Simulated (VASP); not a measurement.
# Lattice of CaMn2Bi2 across functionals and dispersion corrections, part 6 of 7

How close do the usual functionals, with and without dispersion, come to the cell of CaMn2Bi2? The start is a computed cell from the Materials Project.

VASP 6.6.1, plane waves and PAW; the level of theory is named at each step.

Still holding for the runs below: The magnetic order is the lowest of the few collinear ones that converged above; longer or canted patterns were not tried.

So far. Step 9 (Relaxation with PBEsol): It ends at 26.07 Å³/atom, -9.0 % from the start, with -0.01 GPa left. The conventional cell has a = 4.458 and c = 7.575 Å. The largest moment is 3.81 μB. Step 10 (Relaxation with PBE): It ends at 27.75 Å³/atom, -3.2 % from the start, with -0.01 GPa left. The conventional cell has a = 4.572 and c = 7.664 Å. The largest moment is 3.94 μB.

## (11) Relaxation with r2SCAN

This step: r2SCAN, spin-polarised from an antiferromagnetic start; plane waves and PAW (Ca_sv, Mn_pv, Bi_d) (VASP 6.6.1).

r2SCAN adds the kinetic-energy density, costs more than a GGA and is run with LASPH.

INCAR

```
SYSTEM = CaMn2Bi2
PREC = Accurate
ENCUT = 520
EDIFF = 1E-06
NELM = 100
ISMEAR = -1
SIGMA = 0.05
LREAL = .FALSE.
ALGO = Normal
METAGGA = R2SCAN
LASPH = .TRUE.
NBANDS = 43
ISPIN = 2
MAGMOM = 0 3.9 -3.9 -0 0
LMAXMIX = 4
LORBIT = 11
LWAVE = .FALSE.
LCHARG = .FALSE.
KPAR = 8
IBRION = 2
NSW = 60
ISIF = 3
EDIFFG = -0.01
```

POSCAR

```
CaMn2Bi2
1.0
    4.6263818529      0.0000000000      0.0000000000
   -2.3131909265      4.0065642123      0.0000000000
    0.0000000000      0.0000000000      7.7287920000
Ca Mn Bi
1 2 2
Direct
    0.0000000000      0.0000000000      0.0000000000
    0.6666666700      0.3333333300      0.6207350000
    0.3333333300      0.6666666700      0.3792650000
    0.6666666700      0.3333333300      0.2488090000
    0.3333333300      0.6666666700      0.7511910000
```

KPOINTS

```
Automatic mesh
0
Gamma
7 7 4
0 0 0
```

Potentials, in the order of the species: Ca_sv, Mn_pv and Bi_d (PBE family, release 64).

Started as:

```
$ mpirun -np 8 vasp_std
```

Numbers of over 12 decimals in the logs are rounded to 6 here.

Output:

```text
[banner, memory and clock lines left out]
running    8 mpi-ranks, on    1 nodes
[...]
[... a notice as in an earlier step ...]

 [... a notice as in an earlier step ...]

 LDA part: xc-table for (None), standard interpolation
 POSCAR, INCAR and KPOINTS ok, starting setup
[...]
entering main loop
       N       E                     dE             d eps       ncg     rms          rms(c)
DAV:   1     0.689073679723E+03    0.68907E+03   -0.36531E+04  4843   0.183E+03
DAV:   2    -0.922348911474E+02   -0.78131E+03   -0.76175E+03  4824   0.543E+02
DAV:   3    -0.166243083420E+03   -0.74008E+02   -0.71844E+02  5436   0.182E+02
DAV:   4    -0.170603479057E+03   -0.43604E+01   -0.42852E+01  7360   0.415E+01
[...]
DAV:  17    -0.155786626552E+03   -0.13554E-05   -0.58343E-07  2988   0.628E-03    0.155E-03
DAV:  18    -0.155786628413E+03   -0.18611E-05   -0.19287E-07  2882   0.278E-03    0.737E-04
DAV:  19    -0.155786628246E+03    0.16655E-06   -0.62689E-08  2864   0.193E-03
   1 F= -.15578663E+03 E0= -.15578653E+03  d E =-.155787E+03  mag=    -0.0000
[... from here on, the cycles between the ionic steps are left out ...]
   2 F= -.15580540E+03 E0= -.15580530E+03  d E =-.187717E-01  mag=     0.0000
   3 F= -.15580555E+03 E0= -.15580545E+03  d E =-.189263E-01  mag=    -0.0000
   4 F= -.15580557E+03 E0= -.15580547E+03  d E =-.189378E-01  mag=    -0.0000
   5 F= -.15580639E+03 E0= -.15580630E+03  d E =-.823871E-03  mag=    -0.0000
   6 F= -.15580636E+03 E0= -.15580627E+03  d E =-.791953E-03  mag=    -0.0000
   7 F= -.15580640E+03 E0= -.15580631E+03  d E =-.830490E-03  mag=    -0.0000
   8 F= -.15580660E+03 E0= -.15580651E+03  d E =-.203324E-03  mag=     0.0000
   9 F= -.15580676E+03 E0= -.15580667E+03  d E =-.359595E-03  mag=    -0.0000
  10 F= -.15580675E+03 E0= -.15580667E+03  d E =-.357962E-03  mag=    -0.0000
  11 F= -.15580684E+03 E0= -.15580675E+03  d E =-.866769E-04  mag=     0.0000
 trial-energy change:   -0.000087  1 .order   -0.000041   -0.000122    0.000041
 step:   1.3855(harm=  1.1532)  dis= 0.00153  next Energy=  -155.806843 (dE=-0.886E-04)
 reached required accuracy - stopping structural energy minimisation
```

Run time: 22 min. Hardware: 8 MPI ranks of AMD EPYC 7R13 (Zen 3), shared host; peak memory 4.4 GiB; 2.9 h of CPU time.

Parts of OUTCAR (step 11):

```text
  Total        0.0235421      0.0235421      0.0302662     -0.0000000      0.0000000      0.0000000
  in kB        0.2676021      0.2676021      0.3440346     -0.0000000      0.0000000      0.0000000
  external PRESSURE =       0.2930796 kB  Pullay stress =       0.0000000 kB

 POSITION                                       TOTAL-FORCE (eV/Angst)
 -----------------------------------------------------------------------------------
      0.00000      0.00000     -0.00000        -0.000000      0.000000      0.000000
      2.31372      1.33583      4.69394         0.000000     -0.000000     -0.001809
     -0.00000      2.67166      2.90675        -0.000000      0.000000      0.001809
      2.31372      1.33583      1.89440         0.000000     -0.000000      0.000377
     -0.00000      2.67166      5.70629        -0.000000      0.000000     -0.000377
 -----------------------------------------------------------------------------------
    total drift:                                0.000000      0.000000     -0.000000

  FREE ENERGIE OF THE ION-ELECTRON SYSTEM (eV)
  ---------------------------------------------------
  free  energy   TOTEN  =      -155.8068411577 eV

  energy  without entropy=     -155.8066645800  energy(sigma->0) =     -155.80675287

 magnetization (x)
# of ion       s       p       d       tot
------------------------------------------
    1        0.000   0.000   0.000   0.000
    2        0.061   0.055   4.170   4.287
    3       -0.061  -0.055  -4.170  -4.287
    4       -0.005   0.023  -0.008   0.011
    5        0.005  -0.023   0.008  -0.011
--------------------------------------------------
tot         -0.000   0.000   0.000  -0.000

[... 2 parts as in an earlier step ...]

[... 2 further parts left out ...]
[key lines of the parts left out:]
E-fermi :   5.6885
```

Step by step:

```csv
step,energy less that of the first step (eV),largest force (eV/Å),pressure (GPa),volume (Å³)
1,0.0000,0.2114,-0.67,143.26
2,-0.0188,0.0844,0.12,140.78
3,-0.0189,0.0736,0.18,140.60
4,-0.0189,0.0703,0.20,140.55
5,-0.0198,0.0341,0.01,141.12
6,-0.0197,0.0279,-0.05,141.34
7,-0.0198,0.0281,-0.03,141.23
8,-0.0200,0.0198,-0.03,141.22
9,-0.0201,0.0135,-0.05,141.21
10,-0.0201,0.0126,-0.05,141.21
11,-0.0202,0.0018,0.03,140.95
```

```csv
"conventional cell, symmetrised",before,after,change
a (Å),4.626,4.627,+0.0 %
b (Å),4.626,4.627,+0.0 %
c (Å),7.729,7.601,-1.7 %
volume (Å³/atom),28.65,28.19,-1.6 %
```

The atoms that moved most (Å, as changes of fractional coordinates times the final cell):

```csv
atom,dx,dy,dz,length
Mn2,0.000,0.000,-0.024,0.024
Mn3,0.000,0.000,0.024,0.024
```

Final coordinates:

```xyz
5
Lattice="4.6274 0.0000 0.0000 -2.3137 4.0075 0.0000 0.0000 0.0000 7.6007" Properties=species:S:1:pos:R:3 pbc="T T T"
Ca    0.0000    0.0000    0.0000
Mn    2.3137    1.3358    4.6939
Mn    0.0000    2.6717    2.9067
Bi    2.3137    1.3358    1.8944
Bi    0.0000    2.6717    5.7063
```

Spin moment in the PAW sphere by atom:

```csv
atom,spin moment in the PAW sphere (μB)
Ca1,0.00
Mn2,4.29
Mn3,-4.29
Bi4,0.01
Bi5,-0.01
```

It ends at 28.19 Å³/atom, -1.6 % from the start, with 0.03 GPa left. The conventional cell has a = 4.627 and c = 7.601 Å. The largest moment is 4.29 μB.

## (12) Relaxation with PBE + D3(BJ)

This step: PBE with D3(BJ), spin-polarised from an antiferromagnetic start; plane waves and PAW (Ca_sv, Mn_pv, Bi_d) (VASP 6.6.1).

A dispersion term adds the long-range attraction that semilocal functionals lack. D3 with Becke-Johnson damping keeps a finite attraction at short range.

Edit INCAR of step 11 so:

```diff
@@ -9,4 +9,4 @@
 ALGO = Normal
-METAGGA = R2SCAN
-LASPH = .TRUE.
+GGA = PE
+IVDW = 12
 NBANDS = 43
@@ -14,2 +14,3 @@
 MAGMOM = 0 3.9 -3.9 -0 0
+LASPH = .TRUE.
 LMAXMIX = 4
```

POSCAR is that of step 11.

KPOINTS is that of step 11.

Started as:

```
$ mpirun -np 8 vasp_std
```

Output:

```text
[... set-up lines as in an earlier step ...]
 entering main loop
       N       E                     dE             d eps       ncg     rms          rms(c)
[... 17 cycles as in an earlier step ...]
   1 F= -.30028953E+02 E0= -.30026328E+02  d E =-.300290E+02  mag=     0.0000
[... from here on, the cycles between the ionic steps are left out ...]
   2 F= -.30215086E+02 E0= -.30211388E+02  d E =-.186133E+00  mag=    -0.0000
   3 F= -.30215120E+02 E0= -.30211431E+02  d E =-.186167E+00  mag=     0.0000
   4 F= -.30215099E+02 E0= -.30211431E+02  d E =-.186146E+00  mag=     0.0000
   5 F= -.30218945E+02 E0= -.30215443E+02  d E =-.384550E-02  mag=    -0.0000
   6 F= -.30223159E+02 E0= -.30220075E+02  d E =-.805967E-02  mag=    -0.0000
   7 F= -.30225592E+02 E0= -.30222467E+02  d E =-.243294E-02  mag=    -0.0000
   8 F= -.30230315E+02 E0= -.30227053E+02  d E =-.715562E-02  mag=    -0.0000
   9 F= -.30227698E+02 E0= -.30224086E+02  d E =-.453881E-02  mag=     0.0000
  10 F= -.30231451E+02 E0= -.30228092E+02  d E =-.829250E-02  mag=     0.0000
  11 F= -.30232696E+02 E0= -.30229198E+02  d E =-.124443E-02  mag=     0.0000
  12 F= -.30233535E+02 E0= -.30229847E+02  d E =-.208347E-02  mag=     0.0000
  13 F= -.30233607E+02 E0= -.30229835E+02  d E =-.215532E-02  mag=     0.0000
  14 F= -.30234594E+02 E0= -.30230771E+02  d E =-.987347E-03  mag=    -0.0000
  15 F= -.30234849E+02 E0= -.30230956E+02  d E =-.124248E-02  mag=    -0.0000
  16 F= -.30234886E+02 E0= -.30231003E+02  d E =-.127885E-02  mag=    -0.0000
  17 F= -.30234847E+02 E0= -.30230994E+02  d E =-.124022E-02  mag=    -0.0000
  18 F= -.30234893E+02 E0= -.30231026E+02  d E =-.128602E-02  mag=     0.0000
  19 F= -.30234898E+02 E0= -.30231023E+02  d E =-.129090E-02  mag=     0.0000
  20 F= -.30234894E+02 E0= -.30231015E+02  d E =-.128726E-02  mag=     0.0000
  21 F= -.30234936E+02 E0= -.30231097E+02  d E =-.419430E-04  mag=     0.0000
 trial-energy change:   -0.000042  1 .order   -0.000043   -0.000075   -0.000011
 step:   1.5192(harm=  1.5192)  dis= 0.00172  next Energy=   -30.234938 (dE=-0.441E-04)
 reached required accuracy - stopping structural energy minimisation
```

It took 14 min on 8 MPI ranks; peak memory 4.4 GiB; 1.9 h of CPU time.

OUTCAR, selected parts (step 12):

```text
 Edisp (eV)   -2.19662

 Edisp (eV)   -2.19646

  Total       0.00104     0.00104     0.00900    -0.00000     0.00000     0.00000
  in kB       0.01287     0.01287     0.11090    -0.00000     0.00000     0.00000
  external pressure =        0.05 kB  Pullay stress =        0.00 kB

 POSITION                                       TOTAL-FORCE (eV/Angst)
 -----------------------------------------------------------------------------------
     -2.23073      3.86374      0.00000         0.000000     -0.000000     -0.000000
      2.23073      1.28791      4.57791        -0.000000     -0.000000     -0.006298
     -0.00000      2.57583      2.96741         0.000000      0.000000      0.006298
      2.23073      1.28791      1.88028        -0.000000     -0.000000     -0.009742
     -0.00000      2.57583      5.66504         0.000000      0.000000      0.009742
 -----------------------------------------------------------------------------------
    total drift:                               -0.000000     -0.000000     -0.000000

  FREE ENERGIE OF THE ION-ELECTRON SYSTEM (eV)
  ---------------------------------------------------
  free  energy   TOTEN  =       -30.2349359061 eV

  energy  without entropy=      -30.2272571690  energy(sigma->0) =      -30.23109654

 magnetization (x)
# of ion       s       p       d       tot
------------------------------------------
    1        0.000   0.000   0.000   0.000
    2        0.050   0.050   3.740   3.841
    3       -0.050  -0.050  -3.740  -3.841
    4       -0.003   0.019  -0.008   0.008
    5        0.003  -0.019   0.008  -0.008
--------------------------------------------------
tot         -0.000   0.000   0.000  -0.000

[... 2 parts as in an earlier step ...]

[... 2 further parts left out ...]
[key lines of the parts left out:]
E-fermi :   6.1601
```

Spin moment in the PAW sphere by atom:

```csv
atom,spin moment in the PAW sphere (μB)
Ca1,0.00
Mn2,3.84
Mn3,-3.84
Bi4,0.01
Bi5,-0.01
```

It ends at 26.01 Å³/atom, -9.2 % from the start, with 0.00 GPa left. The conventional cell has a = 4.461 and c = 7.545 Å. The largest moment is 3.84 μB. Against plain PBE, the dispersion term moves a by -2.4 % and c by -1.5 %.

## (13) Relaxation with r2SCAN + rVV10

This step: r2SCAN with rVV10, spin-polarised from an antiferromagnetic start; plane waves and PAW (Ca_sv, Mn_pv, Bi_d) (VASP 6.6.1).

LUSE_VDW switches on a nonlocal correlation term for dispersion.

Edit INCAR of step 12 so:

```diff
@@ -9,4 +9,8 @@
 ALGO = Normal
-GGA = PE
-IVDW = 12
+METAGGA = R2SCAN
+LUSE_VDW = .TRUE.
+IVDW_NL = 2
+BPARAM = 11.95
+CPARAM = 0.0093
+LASPH = .TRUE.
 NBANDS = 43
@@ -14,3 +18,2 @@
 MAGMOM = 0 3.9 -3.9 -0 0
-LASPH = .TRUE.
 LMAXMIX = 4
```

POSCAR is that of step 12.

KPOINTS is that of step 12.

Started as:

```
$ mpirun -np 8 vasp_std
```

Output:

```text
[banner, memory and clock lines left out]
running    8 mpi-ranks, on    1 nodes
[...]
[... a notice as in an earlier step ...]

|                                                                             |
|               ----> ADVICE to this user running VASP <----                  |
|                                                                             |
|     You have switched on vdW-DFT.                                           |
|     This routine was written and supplied by Jiri Klimes. We recommend      |
|     that you carefully read and cite the following publications:            |
|       J. Klimes, D.R. Bowler, A. Michelides                                 |
|          J. Phys.: Cond Matt. 22 022201 (2010)                              |
|       J. Klimes, D.R. Bowler, A. Michelides                                 |
|          Phys. Rev. B. 83, 195131 (2011)                                    |
|     and references therein.                                                 |
[...]
Total rVV10 correction in eV:      1.8632719    68.9687270
Total rVV10 correction in eV:      1.8632732    68.9687270
Total rVV10 correction in eV:      1.8632732    68.9687270
Total rVV10 correction in eV:      1.8632732    68.9687270
Total rVV10 correction in eV:      1.8632732    68.9687270
Total rVV10 correction in eV:      1.8632732    68.9687270
Total rVV10 correction in eV:      1.8632732    68.9687270
Total rVV10 correction in eV:      1.8632732    68.9687270
Total rVV10 correction in eV:      1.8632732    68.9687270
   1 F= -.15392204E+03 E0= -.15392192E+03  d E =-.153922E+03  mag=    -0.0000
[... from here on, the cycles between the ionic steps are left out ...]
   2 F= -.15395469E+03 E0= -.15395453E+03  d E =-.326439E-01  mag=     0.0000
   3 F= -.15395470E+03 E0= -.15395454E+03  d E =-.326544E-01  mag=     0.0000
   4 F= -.15395467E+03 E0= -.15395451E+03  d E =-.326224E-01  mag=    -0.0000
   5 F= -.15395607E+03 E0= -.15395593E+03  d E =-.139998E-02  mag=    -0.0000
   6 F= -.15395620E+03 E0= -.15395607E+03  d E =-.153035E-02  mag=     0.0000
   7 F= -.15395668E+03 E0= -.15395655E+03  d E =-.483633E-03  mag=     0.0000
   8 F= -.15395702E+03 E0= -.15395689E+03  d E =-.824078E-03  mag=    -0.0000
[...]
reached required accuracy - stopping structural energy minimisation
```

Elapsed: 26 min, on 8 MPI ranks; peak memory 6.7 GiB.

Parts of OUTCAR (step 13):

```text
  Total       -0.0277095     -0.0277095      0.0358657      0.0000000      0.0000000     -0.0000000
  in kB       -0.3199946     -0.3199946      0.4141832      0.0000000      0.0000000     -0.0000000
  external PRESSURE =      -0.0752686 kB  Pullay stress =       0.0000000 kB

 POSITION                                       TOTAL-FORCE (eV/Angst)
 -----------------------------------------------------------------------------------
      0.00000      0.00000      0.00000         0.000000      0.000000      0.000000
      2.30260      1.32941      4.66415         0.000000     -0.000000      0.000159
     -0.00000      2.65881      2.88971        -0.000000      0.000000     -0.000159
      2.30260      1.32941      1.87443         0.000000      0.000000      0.005513
     -0.00000      2.65881      5.67944        -0.000000     -0.000000     -0.005513
 -----------------------------------------------------------------------------------
    total drift:                               -0.000000      0.000000      0.000000

  FREE ENERGIE OF THE ION-ELECTRON SYSTEM (eV)
  ---------------------------------------------------
  free  energy   TOTEN  =      -153.9570199308 eV

  energy  without entropy=     -153.9567659089  energy(sigma->0) =     -153.95689292

 magnetization (x)
# of ion       s       p       d       tot
------------------------------------------
    1        0.000   0.000   0.000   0.000
    2        0.061   0.056   4.156   4.273
    3       -0.061  -0.056  -4.156  -4.273
    4       -0.005   0.024  -0.008   0.011
    5        0.005  -0.024   0.008  -0.011
--------------------------------------------------
tot          0.000   0.000   0.000   0.000

[... 2 parts as in an earlier step ...]

[... 2 further parts left out ...]
[key lines of the parts left out:]
E-fermi :   5.7941
```

It ends at 27.75 Å³/atom, -3.2 % from the start, with -0.01 GPa left. The conventional cell has a = 4.605 and c = 7.554 Å. The largest moment is 4.27 μB. Against plain r2SCAN, the dispersion term moves a by -0.5 % and c by -0.6 %.

(Part 6 of 7 ends here.)

[Lines on the potential files, build, host, timing and source positions are cut from VASP's logs without a mark.]

[Logs are printed without paths, hosts, clocks, repeated set-up lines and the standing remarks that a program may print on its own settings, such as how far it seeks lower states.]

[Hosts, paths, dates, database ids (printed as entryN), source tags and the programs' standing remarks are cut or masked in the printed files.]

[A measured line is paired with the nearest computed mode of its activity, which favours agreement.]

[In band tables of VASP the shares of atoms and orbitals are scaled to a sum of 1 inside the atoms' spheres.]
